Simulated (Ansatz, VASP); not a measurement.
# CuH8C6N2Cl2 (CuH8C6N2Cl2 (C2/m)): VASP beside Ansatz, part 2 of 2

One calculation is typed for both programs; each brings its own data sets. How far apart do they land? Of the first pair: The structure shown is the start of the Ansatz relaxation below; VASP solves that cell, so the two are compared at the walk's first step.

VASP 6.6.1 and Ansatz 0.2.0.

So far: The starting structure; Ansatz: relaxation, LDA.

## 3. VASP: single point, LDA, start cell, pair 1

Level of this step: LDA, no spin polarisation; plane waves and PAW (Cu, H, C, N, Cl) (VASP).

The same cell, functional (in two slightly different forms), mesh and smearing now go to VASP, with its own data sets.

Lines of VASP's logs that name or quote its potential files are left out, and so is its time.

File INCAR:

```
SYSTEM = CuH8C6N2Cl2
PREC = Accurate
ENCUT = 520
EDIFF = 1E-06
NELM = 120
ISMEAR = 0
SIGMA = 0.05
LREAL = Auto
ALGO = Normal
GGA = CA
NBANDS = 374
LASPH = .TRUE.
LORBIT = 11
LWAVE = .FALSE.
LCHARG = .FALSE.
ISIF = 2
GGA_COMPAT = .FALSE.
```

File POSCAR:

```
CuH8C6N2Cl2
1.0
   12.3307600000     -0.0332500000     -0.1476800000
   -0.0358000000     13.5615000000     -0.0282000000
   -2.6421600000     -0.0119600000      9.1172300000
Cu H C N Cl
8 64 48 16 16
Direct
    0.9519981071      0.2509393370      0.6571806974
    0.0442897853      0.2521015448      0.3430153653
    0.4559116836      0.9976780256      0.6564782898
    0.5482506260      0.9987483588      0.3425196421
    0.9558762772      0.7508691250      0.6545780152
    0.0461077587      0.7525007024      0.3432434757
    0.4539839719      0.4972717749      0.6568735698
    0.5442471175      0.4988333962      0.3455590696
    0.8250183249      0.4086398689      0.4630202760
    0.1746394314      0.4106091736      0.5325707402
    0.3295831107      0.1538466958      0.4626527257
    0.6753604082      0.1571831326      0.5337223904
    0.1707001260      0.0959110901      0.5369957418
    0.8248354516      0.0924972427      0.4661854666
    0.6742708471      0.3409823864      0.5362146202
    0.3281468731      0.3382701391      0.4631779552
    0.5498973339      0.0710733779      0.9262147722
    0.4032407942      0.0608615436      0.1142196584
    0.0503904523      0.3243407979      0.9257732965
    0.9049701783      0.3149268385      0.1078646621
    0.4364724564      0.4291724046      0.0843524748
    0.5491907359      0.4251696804      0.9262565793
    0.9492822742      0.1800372015      0.0761598704
    0.0978233671      0.1888977328      0.8849478922
    0.6270173660      0.1790413744      0.0101398003
    0.3995027979      0.1616426199      0.9893747218
    0.1196159493      0.4360867932      0.0095163258
    0.8940831153      0.4203708197      0.9891812153
    0.3797716389      0.3161584498      0.9912550571
    0.6284329179      0.3186375656      0.0090260477
[... 116 atom lines left out ...]
    0.3646704637      0.4964070194      0.3761288475
    0.6337791109      0.4984969681      0.6265449170
    0.8216007098      0.7478867721      0.7732638531
    0.1811328205      0.7536717042      0.2254306667
    0.3186075300      0.4962173461      0.7740668261
    0.6785488435      0.5019412076      0.2269179164
```

File KPOINTS:

```
Automatic mesh
0
Gamma
1 1 2
0 0 0
```

PAW data sets: Cu, H, C, N and Cl (LDA family, release 64).

The run is started by

```bash
export OMP_NUM_THREADS=3
mpirun -np 1 vasp_std
```

Numbers of over 12 decimals in the logs are rounded to 6 here.

The log of the run:

```text
[banner, memory and clock lines left out]
running    1 mpi-ranks, on    1 nodes
[...]
Offloading initialized ...    1 GPUs detected
[...]
LDA part: xc-table for (Slater(with rela. corr.)+CA(PZ))
 , standard interpolation
 POSCAR, INCAR and KPOINTS ok, starting setup
[...]
entering main loop
       N       E                     dE             d eps       ncg     rms          rms(c)
DAV:   1     0.552994172049E+04    0.55299E+04   -0.21442E+05  1496   0.140E+03
DAV:   2     0.758017515987E+02   -0.54541E+04   -0.48683E+04  1656   0.379E+02
DAV:   3    -0.943490075831E+03   -0.10193E+04   -0.95261E+03  1776   0.174E+02
DAV:   4    -0.106108025057E+04   -0.11759E+03   -0.11313E+03  2488   0.648E+01
[...]
DAV:  42    -0.947511190557E+03    0.11828E-05   -0.16018E-05   888   0.711E-03    0.251E-02
DAV:  43    -0.947511189304E+03    0.12534E-05   -0.65611E-06   832   0.589E-03    0.148E-02
DAV:  44    -0.947511188971E+03    0.33263E-06   -0.29173E-06   856   0.356E-03
   1 F= -.94751119E+03 E0= -.94747973E+03  d E =-.629193E-01
```

OUTCAR, selected parts (step 3):

```text
  FREE ENERGIE OF THE ION-ELECTRON SYSTEM (eV)
  ---------------------------------------------------
  free  energy   TOTEN  =      -947.5111889710 eV

  energy  without entropy=     -947.4482696716  energy(sigma->0) =     -947.47972932
```

This run has no spin polarisation, so a moment on Cu, if there is one, isn't seen. The gap is under twice the smearing width, so the edge states are partly filled and the run can't tell a small gap from a semimetal.

## 4. Differences

Known differences besides the potentials themselves: the two LDA forms differ slightly; the data sets hold 600 valence electrons in Ansatz (on its default PAW (the set named soft_2) files) and 536 in VASP; the cutoff is 420 eV in Ansatz and 520 eV in VASP (PREC = Accurate, projectors in real space); VASP's log shows a relativistic correction to its local exchange, Ansatz's none. Total energies have different zeros and are not compared.

Forces on 10 of the 152 atoms, those with the largest forces and the largest differences (eV/Å; atoms numbered as in POSCAR):

| atom | Ansatz x, y, z | VASP x, y, z |
| --- | --- | --- |
| C82 | -0.189, 0.121, -0.263 | -0.142, 0.117, -0.182 |
| C83 | 0.183, 0.104, 0.286 | 0.140, 0.096, 0.206 |
| C111 | -0.183, -0.121, -0.274 | -0.143, -0.118, -0.191 |
| N122 | 0.014, 0.492, -0.027 | 0.012, 0.417, -0.028 |
| N123 | -0.029, 0.492, 0.024 | -0.026, 0.414, 0.024 |
| N124 | 0.007, 0.492, -0.022 | 0.006, 0.417, -0.025 |
| N126 | -0.011, -0.495, 0.021 | -0.010, -0.419, 0.022 |
| N131 | -0.009, 0.492, 0.029 | -0.007, 0.414, 0.031 |
| N132 | 0.042, 0.493, -0.030 | 0.038, 0.418, -0.031 |
| N133 | 0.008, -0.500, -0.031 | 0.007, -0.421, -0.031 |

The forces differ by 30 meV/Å r.m.s., which is 20.4 % of the r.m.s. force of 0.149 eV/Å (both taken over all components).

## 5. Ansatz: relaxation, LDA

This run makes the geometry at which the two programs are then compared.

The structure compared here is the end of the Ansatz relaxation.

File input.yaml:

```yaml
crystal:
  lattice:
    - [12.33076, -0.03325, -0.14768]
    - [-0.0358, 13.5615, -0.0282]
    - [-2.64216, -0.01196, 9.11723]
  atoms:
    - { symbol: Cu, position: [0.952, 0.25094, 0.65718] }
    - { symbol: Cu, position: [0.04429, 0.2521, 0.34301] }
    - { symbol: Cu, position: [0.45591, 0.99768, 0.65648] }
    - { symbol: Cu, position: [0.54825, 0.99875, 0.34252] }
    - { symbol: H, position: [0.82502, 0.40864, 0.46302] }
    - { symbol: H, position: [0.17464, 0.41061, 0.53257] }
    - { symbol: H, position: [0.32958, 0.15385, 0.46265] }
    - { symbol: H, position: [0.67536, 0.15718, 0.53372] }
    - { symbol: H, position: [0.1707, 0.09591, 0.537] }
    - { symbol: H, position: [0.82484, 0.0925, 0.46619] }
    - { symbol: H, position: [0.67427, 0.34098, 0.53622] }
    - { symbol: H, position: [0.32815, 0.33827, 0.46318] }
    - { symbol: H, position: [0.5499, 0.07107, 0.92621] }
    - { symbol: H, position: [0.40324, 0.06086, 0.11422] }
    - { symbol: H, position: [0.05039, 0.32434, 0.92577] }
    - { symbol: H, position: [0.90497, 0.31493, 0.10787] }
    - { symbol: H, position: [0.43647, 0.42917, 0.08435] }
    - { symbol: H, position: [0.54919, 0.42517, 0.92626] }
    - { symbol: H, position: [0.94928, 0.18004, 0.07616] }
    - { symbol: H, position: [0.09782, 0.1889, 0.88495] }
    - { symbol: H, position: [0.62702, 0.17904, 0.01014] }
    - { symbol: H, position: [0.3995, 0.16164, 0.98938] }
    - { symbol: H, position: [0.11962, 0.43609, 0.00952] }
    - { symbol: H, position: [0.89408, 0.42037, 0.98918] }
    - { symbol: H, position: [0.37977, 0.31616, 0.99125] }
    - { symbol: H, position: [0.62843, 0.31864, 0.00903] }
    - { symbol: H, position: [0.87677, 0.07133, 0.98809] }
    - { symbol: H, position: [0.10046, 0.08865, 0.01035] }
    - { symbol: H, position: [0.67267, 0.11146, 0.87427] }
    - { symbol: H, position: [0.30458, 0.16041, 0.10184] }
    - { symbol: H, position: [0.17407, 0.37005, 0.88002] }
    - { symbol: H, position: [0.80276, 0.41013, 0.10534] }
    - { symbol: H, position: [0.31648, 0.36901, 0.12224] }
    - { symbol: H, position: [0.67138, 0.38723, 0.87178] }
    - { symbol: H, position: [0.82573, 0.13517, 0.12249] }
    - { symbol: H, position: [0.19584, 0.08872, 0.89851] }
    - { symbol: C, position: [0.52317, 0.19531, 0.78255] }
    - { symbol: C, position: [0.47467, 0.19582, 0.22086] }
    - { symbol: C, position: [0.02156, 0.44809, 0.78027] }
    - { symbol: C, position: [0.97257, 0.44915, 0.22117] }
    - { symbol: C, position: [0.47593, 0.30109, 0.22074] }
    - { symbol: C, position: [0.52281, 0.30052, 0.78248] }
    - { symbol: C, position: [0.97718, 0.05436, 0.21711] }
    - { symbol: C, position: [0.02568, 0.05396, 0.77895] }
    - { symbol: C, position: [0.88232, 0.4494, 0.55668] }
    - { symbol: C, position: [0.11652, 0.45102, 0.44028] }
    - { symbol: C, position: [0.38534, 0.19536, 0.55677] }
    - { symbol: C, position: [0.6176, 0.19763, 0.44115] }
    - { symbol: C, position: [0.11492, 0.05438, 0.44294] }
    - { symbol: C, position: [0.88262, 0.05208, 0.55877] }
    - { symbol: C, position: [0.6172, 0.3002, 0.4424] }
    - { symbol: C, position: [0.38469, 0.29797, 0.55709] }
    - { symbol: C, position: [0.5968, 0.13726, 0.90546] }
    - { symbol: C, position: [0.39241, 0.14164, 0.10015] }
    - { symbol: C, position: [0.09477, 0.39229, 0.90602] }
    - { symbol: C, position: [0.89063, 0.39553, 0.09959] }
    - { symbol: C, position: [0.39882, 0.35641, 0.0978] }
    - { symbol: C, position: [0.59662, 0.35995, 0.90477] }
    - { symbol: C, position: [0.90369, 0.11225, 0.09387] }
    - { symbol: C, position: [0.10805, 0.1081, 0.8996] }
    - { symbol: "N", position: [0.95188, 0.39836, 0.66664] }
    - { symbol: "N", position: [0.04319, 0.39963, 0.33285] }
    - { symbol: "N", position: [0.45568, 0.14527, 0.6668] }
    - { symbol: "N", position: [0.54521, 0.1463, 0.33284] }
    - { symbol: "N", position: [0.04469, 0.10444, 0.33276] }
    - { symbol: "N", position: [0.9551, 0.10345, 0.66697] }
    - { symbol: "N", position: [0.5455, 0.35102, 0.33424] }
    - { symbol: "N", position: [0.45475, 0.34934, 0.66707] }
    - { symbol: Cl, position: [0.86449, 0.25003, 0.3729] }
    - { symbol: Cl, position: [0.13162, 0.25393, 0.62578] }
    - { symbol: Cl, position: [0.36863, 0.99585, 0.37393] }
    - { symbol: Cl, position: [0.63586, 0.99951, 0.62668] }
    - { symbol: Cl, position: [0.81552, 0.24943, 0.77308] }
    - { symbol: Cl, position: [0.18085, 0.25299, 0.22727] }
    - { symbol: Cl, position: [0.31956, 0.99695, 0.7726] }
    - { symbol: Cl, position: [0.68471, 0.00018, 0.22661] }
    - { symbol: Cu, position: [0.95588, 0.75087, 0.65458] }
    - { symbol: Cu, position: [0.04611, 0.7525, 0.34324] }
    - { symbol: Cu, position: [0.45398, 0.49727, 0.65687] }
    - { symbol: Cu, position: [0.54425, 0.49883, 0.34556] }
    - { symbol: H, position: [0.82586, 0.90872, 0.46389] }
    - { symbol: H, position: [0.17195, 0.9115, 0.53677] }
    - { symbol: H, position: [0.32504, 0.65511, 0.46657] }
    - { symbol: H, position: [0.67237, 0.65685, 0.53668] }
    - { symbol: H, position: [0.17509, 0.59452, 0.53337] }
    - { symbol: H, position: [0.82776, 0.59283, 0.46338] }
    - { symbol: H, position: [0.6753, 0.84105, 0.53677] }
    - { symbol: H, position: [0.3255, 0.83903, 0.46683] }
    - { symbol: H, position: [0.58988, 0.56203, 0.89399] }
    - { symbol: H, position: [0.39155, 0.56284, 0.1257] }
    - { symbol: H, position: [0.06489, 0.82023, 0.91465] }
    - { symbol: H, position: [0.9513, 0.82574, 0.07127] }
    - { symbol: H, position: [0.45, 0.92504, 0.07377] }
    - { symbol: H, position: [0.59347, 0.93507, 0.8929] }
    - { symbol: H, position: [0.91112, 0.68793, 0.10537] }
    - { symbol: H, position: [0.10979, 0.68651, 0.87343] }
    - { symbol: H, position: [0.60649, 0.66959, 0.01084] }
    - { symbol: H, position: [0.40855, 0.65175, 0.99254] }
    - { symbol: H, position: [0.1196, 0.93339, 0.00891] }
    - { symbol: H, position: [0.8689, 0.93167, 0.9923] }
    - { symbol: H, position: [0.38003, 0.81344, 0.99057] }
    - { symbol: H, position: [0.60664, 0.82884, 0.01055] }
    - { symbol: H, position: [0.89259, 0.57991, 0.98917] }
    - { symbol: H, position: [0.09049, 0.599, 0.00708] }
    - { symbol: H, position: [0.69531, 0.6547, 0.8923] }
    - { symbol: H, position: [0.30447, 0.67106, 0.08937] }
    - { symbol: H, position: [0.18452, 0.88215, 0.87852] }
    - { symbol: H, position: [0.83014, 0.86039, 0.13036] }
    - { symbol: H, position: [0.32636, 0.88006, 0.12031] }
    - { symbol: H, position: [0.69688, 0.84126, 0.89334] }
    - { symbol: H, position: [0.8049, 0.59632, 0.10874] }
    - { symbol: H, position: [0.19546, 0.57753, 0.91232] }
    - { symbol: C, position: [0.52653, 0.69549, 0.77867] }
    - { symbol: C, position: [0.47403, 0.6964, 0.22197] }
    - { symbol: C, position: [0.02438, 0.9487, 0.77916] }
    - { symbol: C, position: [0.97721, 0.94915, 0.21751] }
    - { symbol: C, position: [0.4786, 0.80153, 0.21965] }
    - { symbol: C, position: [0.52734, 0.8008, 0.77856] }
    - { symbol: C, position: [0.97351, 0.55445, 0.22124] }
    - { symbol: C, position: [0.02611, 0.55323, 0.77803] }
    - { symbol: C, position: [0.88299, 0.94952, 0.55764] }
    - { symbol: C, position: [0.11544, 0.95176, 0.44282] }
    - { symbol: C, position: [0.38308, 0.69614, 0.55923] }
    - { symbol: C, position: [0.61567, 0.69771, 0.4436] }
    - { symbol: C, position: [0.11704, 0.55358, 0.4406] }
    - { symbol: C, position: [0.88449, 0.55197, 0.55642] }
    - { symbol: C, position: [0.6179, 0.80028, 0.4432] }
    - { symbol: C, position: [0.38358, 0.7987, 0.55927] }
    - { symbol: C, position: [0.60747, 0.64238, 0.90037] }
    - { symbol: C, position: [0.39144, 0.64266, 0.10091] }
    - { symbol: C, position: [0.10166, 0.89354, 0.90212] }
    - { symbol: C, position: [0.9032, 0.88971, 0.09546] }
    - { symbol: C, position: [0.40537, 0.85735, 0.09395] }
    - { symbol: C, position: [0.60904, 0.8546, 0.90015] }
    - { symbol: C, position: [0.89263, 0.60774, 0.09971] }
    - { symbol: C, position: [0.1087, 0.6069, 0.89919] }
    - { symbol: "N", position: [0.95471, 0.89872, 0.66582] }
    - { symbol: "N", position: [0.04526, 0.90037, 0.33298] }
    - { symbol: "N", position: [0.45546, 0.64529, 0.6669] }
    - { symbol: "N", position: [0.54235, 0.64674, 0.33571] }
    - { symbol: "N", position: [0.04466, 0.60455, 0.33308] }
    - { symbol: "N", position: [0.95776, 0.60292, 0.66437] }
    - { symbol: "N", position: [0.54834, 0.85129, 0.33321] }
    - { symbol: "N", position: [0.45682, 0.85019, 0.66667] }
    - { symbol: Cl, position: [0.86623, 0.75112, 0.37369] }
    - { symbol: Cl, position: [0.13539, 0.75333, 0.62377] }
    - { symbol: Cl, position: [0.36467, 0.49641, 0.37613] }
    - { symbol: Cl, position: [0.63378, 0.4985, 0.62655] }
    - { symbol: Cl, position: [0.8216, 0.74789, 0.77326] }
    - { symbol: Cl, position: [0.18113, 0.75367, 0.22543] }
    - { symbol: Cl, position: [0.31861, 0.49622, 0.77407] }
    - { symbol: Cl, position: [0.67855, 0.50194, 0.22692] }
kpoints:
  mp_grid: { grid: [1, 1, 2] }
hamiltonian:
  xc: lda
scf:
  occupations: { method: gaussian, width: 0.05 }
output:
  forces: true
  eigenvalues: true
  stress: true
relax:
  f_tol: 0.05
  max_steps: 70
```

The run is started by

```bash
ansatz run input.yaml --threads 4 --pin off --max-ram 15872MiB --backend cpu --events-out ev --progress --plain --runs-dir out
```

The log of the run:

```text
[...]
Crystal: 152 atoms, lattice volume = 1519.307 Å³
Basis set: ecut = 420 eV, 29695 PW (Γ)
Bands: 452, of which v1, the nominal top of the filled ones, is band 300 counted from 1 (299 counted from 0)
Symmetry: 1 space group operations
[...]
k-points: 2
[...]
SCF iter   1: F=—  HF=-87814.912836 eV  |F-HF|=—  |Δ(HF+E_count)|=         —  Δρ=1.33e-2  dr2=2.04e0  ethr=1.77e-3  ⟨swp⟩=5.0  Hψ=3617  notcnv=0  defer=217
[...]
- { symbol: C, position: [0.893108, 0.606887, 0.102912] }
    - { symbol: C, position: [0.108126, 0.606376, 0.895673] }
[...]
- { symbol: N, position: [0.044038, 0.603988, 0.333612] }
    - { symbol: N, position: [0.958228, 0.602434, 0.663616] }
    - { symbol: N, position: [0.547406, 0.850522, 0.334174] }
    - { symbol: N, position: [0.457319, 0.849473, 0.666060] }
[...]
- { symbol: Cl, position: [0.824014, 0.747976, 0.771700] }
    - { symbol: Cl, position: [0.178421, 0.753526, 0.226949] }
    - { symbol: Cl, position: [0.321528, 0.496416, 0.772717] }
    - { symbol: Cl, position: [0.676126, 0.501846, 0.228282] }
```

## 6. VASP: single point, LDA, relaxed cell, pair 2

The same cell, functional (in two slightly different forms), mesh and smearing now go to VASP, with its own data sets.

Edit INCAR of step 3 so:

```diff
@@ -2,3 +2,3 @@
 PREC = Accurate
-ENCUT = 520
+ENCUT = 600
 EDIFF = 1E-06
```

File POSCAR:

```
CuH8C6N2Cl2
1.0
   12.3307600000     -0.0332500000     -0.1476800000
   -0.0358000000     13.5615000000     -0.0282000000
   -2.6421600000     -0.0119600000      9.1172300000
Cu H C N Cl
8 64 48 16 16
Direct
    0.9529900000      0.2511000000      0.6562400000
    0.0439300000      0.2521500000      0.3438100000
    0.4562500000      0.9976400000      0.6557900000
    0.5472300000      0.9986000000      0.3435300000
    0.9562300000      0.7510100000      0.6538500000
    0.0454500000      0.7526000000      0.3438400000
    0.4546900000      0.4971900000      0.6561800000
    0.5439200000      0.4986900000      0.3461500000
    0.8266900000      0.4096400000      0.4644700000
    0.1733400000      0.4117200000      0.5309300000
    0.3309500000      0.1547400000      0.4639200000
    0.6739400000      0.1579200000      0.5321800000
    0.1692800000      0.0950600000      0.5357900000
    0.8262800000      0.0917700000      0.4676600000
    0.6731900000      0.3399200000      0.5344400000
    0.3298400000      0.3373600000      0.4642100000
    0.5500000000      0.0719800000      0.9215100000
    0.4032400000      0.0624000000      0.1186600000
    0.0516400000      0.3255300000      0.9207800000
    0.9052000000      0.3164200000      0.1125500000
    0.4357200000      0.4279500000      0.0892100000
    0.5486700000      0.4236300000      0.9225700000
    0.9491400000      0.1790100000      0.0807300000
    0.0975000000      0.1873200000      0.8808000000
    0.6252900000      0.1792200000      0.0059300000
    0.4011000000      0.1613900000      0.9941100000
    0.1186400000      0.4366100000      0.0049400000
    0.8957200000      0.4200300000      0.9937300000
    0.3818700000      0.3158400000      0.9954000000
    0.6273100000      0.3181300000      0.0046700000
[... 116 atom lines left out ...]
    0.3672800000      0.4962900000      0.3787300000
    0.6314400000      0.4982600000      0.6238700000
    0.8240100000      0.7479800000      0.7717000000
    0.1784200000      0.7535300000      0.2269500000
    0.3215300000      0.4964200000      0.7727200000
    0.6761300000      0.5018500000      0.2282800000
```

KPOINTS is that of step 3.

The run is started by

```bash
export OMP_NUM_THREADS=3
mpirun -np 1 vasp_std
```

The log of the run:

```text
[... set-up lines as in an earlier step ...]
 entering main loop
       N       E                     dE             d eps       ncg     rms          rms(c)
DAV:   1     0.598528522618E+04    0.59853E+04   -0.23273E+05  1496   0.156E+03
DAV:   2     0.167390773860E+03   -0.58179E+04   -0.51831E+04  1664   0.407E+02
DAV:   3    -0.929152089679E+03   -0.10965E+04   -0.10262E+04  1688   0.186E+02
DAV:   4    -0.106591661329E+04   -0.13676E+03   -0.13078E+03  2464   0.691E+01
[...]
DAV:  43    -0.948016525676E+03    0.16549E-05   -0.22867E-05   840   0.832E-03    0.374E-02
DAV:  44    -0.948016525066E+03    0.61005E-06   -0.18683E-05   832   0.585E-03    0.130E-02
DAV:  45    -0.948016524307E+03    0.75956E-06   -0.58276E-06   832   0.490E-03
   1 F= -.94801652E+03 E0= -.94798840E+03  d E =-.562387E-01
```

OUTCAR, selected parts (step 6):

```text
  FREE ENERGIE OF THE ION-ELECTRON SYSTEM (eV)
  ---------------------------------------------------
  free  energy   TOTEN  =      -948.0165243066 eV

  energy  without entropy=     -947.9602856287  energy(sigma->0) =     -947.98840497
```

The run ends at a pressure of -0.55 GPa, with forces up to 0.11 eV/Å.

## 7. Side by side

What differs besides the data sets and the points named for the pairs above, as far as they apply: the data sets hold 600 valence electrons in Ansatz (on its default PAW (the set named soft_2) files) and 536 in VASP; the cutoff is 420 eV in Ansatz and 600 eV in VASP (PREC = Accurate, projectors in real space). Total energies have different zeros and are not compared.

Compared:

| quantity | Ansatz | VASP | difference |
| --- | --- | --- | --- |
| pressure (GPa) | -0.77 | -0.55 | -0.23 |

Forces on 7 of the 152 atoms, those with the largest forces and the largest differences (eV/Å; atoms numbered as in POSCAR):

| atom | Ansatz x, y, z | VASP x, y, z |
| --- | --- | --- |
| C82 | 0.001, -0.013, 0.006 | 0.054, -0.022, 0.089 |
| C84 | 0.000, -0.012, 0.006 | 0.053, -0.021, 0.090 |
| C88 | 0.001, 0.013, -0.005 | -0.050, 0.025, -0.093 |
| C106 | 0.000, -0.013, 0.005 | 0.049, -0.022, 0.091 |
| C107 | -0.002, -0.012, -0.006 | -0.054, -0.020, -0.087 |
| C108 | 0.002, -0.013, 0.006 | 0.054, -0.016, 0.091 |
| C110 | -0.002, 0.013, -0.006 | -0.053, 0.022, -0.091 |

The forces differ by 31 meV/Å r.m.s., where the r.m.s. force is 0.007 eV/Å in Ansatz and 0.031 eV/Å in VASP: the atoms lie near their places of rest in Ansatz, so a percentage would say little (all taken over all components).

## 8. What came out

```yaml
r_m_s_force_difference_single_point_lda_start_cell_pair_1: 30 meV/Å
r_m_s_force_difference_single_point_lda_relaxed_cell_pair_2: 31 meV/Å
```

**Reading.** The r.m.s. force difference is 31 meV/Å (single point, LDA, relaxed cell, pair 2), beyond the 12 meV/Å picked in this series as the mark of a large difference. The data sets hold unlike numbers of valence electrons (600 in Ansatz and 536 in VASP), so part of the differences comes from the potentials. What causes the difference of the single point, LDA, start cell, pair 1 pair stays open here. What causes the difference of the single point, LDA, relaxed cell, pair 2 pair stays open here. How closely two codes agree says nothing of how well the functional describes the real material.

[Lines on the potential files, build, host, timing and source positions are cut from VASP's logs without a mark.]

[Logs are printed without paths, hosts, clocks, repeated set-up lines and the standing remarks that a program may print on its own settings, such as how far it seeks lower states.]

[Hosts, paths, dates, database ids (printed as entryN), source tags and the programs' standing remarks are cut or masked in the printed files.]
